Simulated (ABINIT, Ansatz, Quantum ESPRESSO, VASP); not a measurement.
**One structure in several programs: Rb (Im-3m, 1 atom in the cell)**

Self-consistent single point.

```xyz
1
Lattice="-2.8250 2.8250 2.8250 2.8250 -2.8250 2.8250 2.8250 2.8250 -2.8250" Properties=species:S:1:pos:R:3 pbc="T T T"
Rb     0.0000     0.0000     0.0000
```

Shared settings, as Ansatz (a first-principles code) writes them: kpoints.mp_grid.grid = 4 4 4; scf.occupations.method = fermi_dirac; scf.occupations.width = 0.05 eV. Potentials and cutoffs stand in the table.

```json
[
 {"code": "ABINIT", "model": "PBE, PAW (JTH v2.0 PBE PAW)", "pressure (GPa)": "0.11", "cutoff": "544 eV"},
 {"code": "Ansatz", "model": "PBE, default PAW files", "pressure (GPa)": "0.11", "cutoff": "default"},
 {"code": "VASP", "model": "PBE, VASP's PBE PAW potentials (set 64)", "pressure (GPa)": "0.07", "cutoff": "300 eV"},
 {"code": "Quantum ESPRESSO", "model": "PBE, PSlibrary PAW (PBE) pseudopotentials", "pressure (GPa)": "0.11", "cutoff": "40 Ry"}
]
```

The spread over the programs that give each value: pressure within 0.04 GPa.

Ansatz's pressure is given at a fixed set of plane waves, as the other plane-wave codes print theirs.

On the base mesh (11 11 11) the same programs gave: Quantum ESPRESSO pressure 0.02 GPa; Ansatz pressure 0.02 GPa; ABINIT pressure 0.03 GPa; VASP pressure -0.01 GPa.

VASP's run is marked for a possible Pulay error in its stress at this cutoff; no cutoff test was made.

The starting cell has typed, rounded lattice constants, without a prior relaxation at this level.

Left out of this page: GPAW, Elk, FLEUR and SIESTA (not drawn, or without a comparable value); CP2K (on another mesh).

Keys are those of Ansatz 0.2.
